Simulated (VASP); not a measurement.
Here is the system:

```xyz
2
Lattice="0.0000 2.5533 2.5533 2.5533 0.0000 2.5533 2.5533 2.5533 0.0000" Properties=species:S:1:pos:R:3 pbc="T T T"
Al     0.0000     0.0000     0.0000
As     1.2766     1.2766     1.2766
```

Computed with PBEsol GGA, VASP's PBE PAW potentials (set 64) (plane waves; VASP). Settings: 500 eV cut-off, 9×9×9 Γ-centred mesh, Gaussian smearing of 0.050 eV, potentials Al As.

**Question.** Estimate the energy per atom (σ→0), pressure.

**Answer.** 
| Item | Result |
|---|---|
| energy per atom (σ→0) | -4.362 eV/atom |
| pressure | 448.5 kbar |

The compound is AlAs in the zinc blende structure. It was relaxed first under an external pressure of 45 GPa.
